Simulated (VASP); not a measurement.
These are LDA (Ceperley-Alder, Perdew-Zunger), VASP's LDA PAW potentials (set 64) (plane waves; VASP) values and carry that method's errors.

VASP input:

INCAR:
```
SYSTEM=Bi
PREC=Accurate; ENCUT=520; LREAL=.FALSE.
LASPH=.TRUE.
EDIFF=1E-6; NELM=100; ALGO=Normal
LMAXMIX=4
ISMEAR=1; SIGMA=0.1
IBRION=2; NSW=60; ISIF=3
EDIFFG=-0.01
LWAVE=.FALSE.; LCHARG=.FALSE.
```

**POSCAR**
```
Bi
1
    4.1658200000    -2.2750000000     0.0000000000
    4.1658200000     2.2750000000     0.0000000000
    2.9234170000     0.0000000000     3.7394270000
Bi
2
Direct
  0.2340000000   0.2340000000   0.2340000000
  0.7660000000   0.7660000000   0.7660000000
```

File KPOINTS:
```
Automatic mesh
0
Gamma
9 9 9
0 0 0
```

POTCAR, in this order: Bi_d (LDA.64 set). Program: vasp_std.

The run wrote:

### OSZICAR
```
...
DAV:   5    -0.913172411429E+01   -0.43186E-01   -0.43185E-01  4484   0.659E+00    0.107E+00
DAV:   6    -0.911677430747E+01    0.14950E-01   -0.20810E-02  3839   0.168E+00    0.626E-01
DAV:   7    -0.910988520452E+01    0.68891E-02   -0.14503E-02  3639   0.143E+00    0.104E-01
DAV:   8    -0.910983649563E+01    0.48709E-04   -0.15219E-03  3450   0.513E-01    0.189E-02
DAV:   9    -0.910984306603E+01   -0.65704E-05   -0.71792E-05  4842   0.749E-02    0.911E-03
DAV:  10    -0.910984238196E+01    0.68406E-06   -0.31589E-06  2715   0.158E-02
   1 F= -.91098424E+01 E0= -.91098876E+01  d E =-.910984E+01
       N       E                     dE             d eps       ncg     rms          rms(c)
DAV:   1    -0.105488147244E+02   -0.14390E+01   -0.37785E+01  3536   0.935E+01    0.628E+00
DAV:   2    -0.932073007584E+01    0.12281E+01   -0.25511E+00  3497   0.261E+01    0.244E+00
DAV:   3    -0.911936048129E+01    0.20137E+00   -0.90071E-01  4082   0.145E+01    0.241E-01
DAV:   4    -0.912063068484E+01   -0.12702E-02   -0.19026E-02  3255   0.129E+00    0.131E-01
DAV:   5    -0.912188428577E+01   -0.12536E-02   -0.45630E-03  3549   0.563E-01    0.744E-02
DAV:   6    -0.912190891521E+01   -0.24629E-04   -0.27342E-04  3626   0.155E-01    0.112E-02
DAV:   7    -0.912192063400E+01   -0.11719E-04   -0.36676E-05  3579   0.572E-02    0.481E-03
DAV:   8    -0.912192179542E+01   -0.11614E-05   -0.34173E-06  2701   0.117E-02    0.108E-03
DAV:   9    -0.912192169491E+01    0.10051E-06   -0.49766E-07  1675   0.658E-03
   2 F= -.91219217E+01 E0= -.91219518E+01  d E =-.120793E-01
       N       E                     dE             d eps       ncg     rms          rms(c)
DAV:   1    -0.929273445068E+01   -0.17081E+00   -0.48199E+00  3536   0.367E+01    0.209E+00
DAV:   2    -0.915298334418E+01    0.13975E+00   -0.26526E-01  3491   0.859E+00    0.858E-01
DAV:   3    -0.912691800436E+01    0.26065E-01   -0.12121E-01  4071   0.528E+00    0.979E-02
DAV:   4    -0.912696599714E+01   -0.47993E-04   -0.27011E-03  3269   0.566E-01    0.468E-02
DAV:   5    -0.912705736086E+01   -0.91364E-04   -0.70601E-04  4118   0.277E-01    0.353E-02
DAV:   6    -0.912703942397E+01    0.17937E-04   -0.88456E-05  4157   0.146E-01    0.609E-03
DAV:   7    -0.912703910127E+01    0.32270E-06   -0.66582E-06  2658   0.244E-02
   3 F= -.91270391E+01 E0= -.91270745E+01  d E =-.171967E-01
       N       E                     dE             d eps       ncg     rms          rms(c)
DAV:   1    -0.913670246425E+01   -0.96630E-02   -0.15709E+00  4497   0.104E+01    0.451E-01
DAV:   2    -0.913197448677E+01    0.47280E-02   -0.31470E-02  4127   0.227E+00    0.196E-01
DAV:   3    -0.913066450515E+01    0.13100E-02   -0.67117E-03  4171   0.122E+00    0.368E-02
DAV:   4    -0.913068012439E+01   -0.15619E-04   -0.39271E-04  3269   0.218E-01    0.165E-02
DAV:   5    -0.913068223132E+01   -0.21069E-05   -0.32995E-05  4585   0.679E-02    0.503E-03
DAV:   6    -0.913068270571E+01   -0.47439E-06   -0.66618E-06  3101   0.332E-02
   4 F= -.91306827E+01 E0= -.91307006E+01  d E =-.364360E-02
       N       E                     dE             d eps       ncg     rms          rms(c)
DAV:   1    -0.916665098860E+01   -0.35969E-01   -0.83860E+00  4353   0.232E+01    0.105E+00
DAV:   2    -0.914191701436E+01    0.24734E-01   -0.18239E-01  4393   0.522E+00    0.461E-01
DAV:   3    -0.913453995926E+01    0.73771E-02   -0.34564E-02  4195   0.280E+00    0.850E-02
DAV:   4    -0.913461976881E+01   -0.79810E-04   -0.20474E-03  3272   0.497E-01    0.387E-02
DAV:   5    -0.913463386845E+01   -0.14100E-04   -0.17971E-04  4514   0.157E-01    0.117E-02
DAV:   6    -0.913463678481E+01   -0.29164E-05   -0.33671E-05  3535   0.738E-02    0.528E-03
DAV:   7    -0.913463632280E+01    0.46201E-06   -0.16605E-06  1738   0.219E-02
   5 F= -.91346363E+01 E0= -.91346413E+01  d E =-.759722E-02
       N       E                     dE             d eps       ncg     rms          rms(c)
DAV:   1    -0.913527007360E+01   -0.63329E-03   -0.14182E-01  4679   0.319E+00    0.138E-01
DAV:   2    -0.913481080797E+01    0.45927E-03   -0.25893E-03  3730   0.689E-01    0.592E-02
DAV:   3    -0.913469723118E+01    0.11358E-03   -0.66211E-04  4219   0.376E-01    0.115E-02
DAV:   4    -0.913469863317E+01   -0.14020E-05   -0.36292E-05  3266   0.672E-02    0.522E-03
DAV:   5    -0.913469868598E+01   -0.52811E-07   -0.22459E-06  2735   0.217E-02
   6 F= -.91346987E+01 E0= -.91347066E+01  d E =-.765958E-02
       N       E                     dE             d eps       ncg     rms          rms(c)
DAV:   1    -0.913481806945E+01   -0.11944E-03   -0.31630E-02  4687   0.151E+00    0.641E-02
DAV:   2    -0.913471876941E+01    0.99300E-04   -0.57099E-04  3730   0.324E-01    0.274E-02
DAV:   3    -0.913469422161E+01    0.24548E-04   -0.14479E-04  4205   0.176E-01    0.540E-03
DAV:   4    -0.913469454525E+01   -0.32364E-06   -0.78996E-06  3251   0.312E-02
   7 F= -.91346945E+01 E0= -.91347042E+01  d E =-.765544E-02
       N       E                     dE             d eps       ncg     rms          rms(c)
DAV:   1    -0.914177438451E+01   -0.70802E-02   -0.28169E-01  3533   0.572E+00    0.416E-01
DAV:   2    -0.913726509940E+01    0.45093E-02   -0.10904E-02  3592   0.182E+00    0.243E-01
DAV:   3    -0.913512649322E+01    0.21386E-02   -0.62974E-03  4469   0.142E+00    0.525E-02
DAV:   4    -0.913517427033E+01   -0.47777E-04   -0.13977E-03  3512   0.582E-01    0.241E-02
DAV:   5    -0.913515889675E+01    0.15374E-04   -0.59489E-05  5273   0.163E-01    0.470E-03
DAV:   6    -0.913515971977E+01   -0.82301E-06   -0.12305E-05  3332   0.477E-02    0.296E-03
DAV:   7    -0.913515959492E+01    0.12484E-06   -0.70704E-07  1645   0.129E-02
   8 F= -.91351596E+01 E0= -.91351599E+01  d E =-.465050E-03
       N       E                     dE             d eps       ncg     rms          rms(c)
DAV:   1    -0.913560634299E+01   -0.44662E-03   -0.18001E-02  3536   0.144E+00    0.105E-01
DAV:   2    -0.913531870332E+01    0.28764E-03   -0.69383E-04  3560   0.476E-01    0.614E-02
DAV:   3    -0.913518171308E+01    0.13699E-03   -0.40560E-04  4333   0.368E-01    0.135E-02
DAV:   4    -0.913518527730E+01   -0.35642E-05   -0.98184E-05  3512   0.158E-01    0.626E-03
DAV:   5    -0.913518406741E+01    0.12099E-05   -0.22230E-06  2212   0.419E-02    0.104E-03
DAV:   6    -0.913518425095E+01   -0.18354E-06   -0.20516E-06  1716   0.190E-02
   9 F= -.91351843E+01 E0= -.91351830E+01  d E =-.489706E-03
       N       E                     dE             d eps       ncg     rms          rms(c)
DAV:   1    -0.914190076327E+01   -0.67167E-02   -0.23069E-01  3575   0.679E+00    0.426E-01
DAV:   2    -0.913653990406E+01    0.53609E-02   -0.13132E-02  3533   0.189E+00    0.197E-01
DAV:   3    -0.913519180198E+01    0.13481E-02   -0.54014E-03  4212   0.116E+00    0.402E-02
DAV:   4    -0.913518885767E+01    0.29443E-05   -0.49489E-04  3508   0.261E-01    0.139E-02
DAV:   5    -0.913518617332E+01    0.26843E-05   -0.51494E-05  4383   0.108E-01    0.724E-03
DAV:   6    -0.913518577814E+01    0.39518E-06   -0.69837E-06  3236   0.467E-02
  10 F= -.91351858E+01 E0= -.91351768E+01  d E =-.152719E-05
       N       E                     dE             d eps       ncg     rms          rms(c)
DAV:   1    -0.913695059993E+01   -0.17644E-02   -0.58819E-02  3575   0.346E+00    0.214E-01
DAV:   2    -0.913559470845E+01    0.13559E-02   -0.33171E-03  3557   0.958E-01    0.993E-02
DAV:   3    -0.913525186510E+01    0.34284E-03   -0.13791E-03  4212   0.585E-01    0.203E-02
DAV:   4    -0.913525100164E+01    0.86346E-06   -0.12563E-04  3580   0.132E-01    0.705E-03
DAV:   5    -0.913525013650E+01    0.86515E-06   -0.13429E-05  4211   0.563E-02    0.365E-03
DAV:   6    -0.913524999820E+01    0.13830E-06   -0.14043E-06  1639   0.237E-02
  11 F= -.91352500E+01 E0= -.91352449E+01  d E =-.657473E-04
```

### OUTCAR
```
------------------------ aborting loop because EDIFF is reached ----------------------------------------
  FORCE on cell =-STRESS in cart. coord.  units (eV):
  Direction    XX          YY          ZZ          XY          YZ          ZX
  --------------------------------------------------------------------------------------
  Total       -0.0014641      0.0117625      0.0103024      0.0000000      0.0000000     -0.0043944
  in kB       -0.0349762      0.2810010      0.2461215      0.0000000      0.0000000     -0.1049816
  external PRESSURE =       0.1640488 kB  Pullay stress =       0.0000000 kB
  volume of cell :       67.07
      direct lattice vectors                 reciprocal lattice vectors
     4.045594758 -2.247759412 -0.023371440     0.123045586 -0.222443735 -0.094449576
     4.045594758  2.247759412 -0.023371440     0.123045586  0.222443735 -0.094449576
     2.818068159 -0.000000000  3.671280080     0.001566621 -0.000000000  0.271182022
 POSITION                                       TOTAL-FORCE (eV/Angst)
 -----------------------------------------------------------------------------------
      2.58817     -0.00000      0.85991        -0.003567      0.000000     -0.001185
      8.32108     -0.00000      2.76463         0.003567     -0.000000      0.001185
 -----------------------------------------------------------------------------------
    total drift:                                0.000000      0.000000     -0.000000
  FREE ENERGIE OF THE ION-ELECTRON SYSTEM (eV)
  ---------------------------------------------------
  free  energy   TOTEN  =        -9.1352499982 eV

  energy  without entropy=       -9.1352345858  energy(sigma->0) =       -9.13524486

 reached required accuracy - stopping structural energy minimisation
```
(Selected blocks of OUTCAR.)

### CONTCAR
```
Bi
   1.00000000000000
     4.0455947580681899   -2.2477594119019173   -0.0233714401635714
     4.0455947580681899    2.2477594119019173   -0.0233714401635713
     2.8180681585461258   -0.0000000000000000    3.6712800800432728
  Bi
     2
Direct
     0.2372456506363768    0.2372456506363768    0.2372456506360298
     0.7627543493636233    0.7627543493636233    0.7627543493639701
```

Energy and stress use the plane-wave basis of the starting cell.

The compound is Bi in the a7 structure. This run relaxes it. Symmetry was kept, so distortions that lower it aren't found.
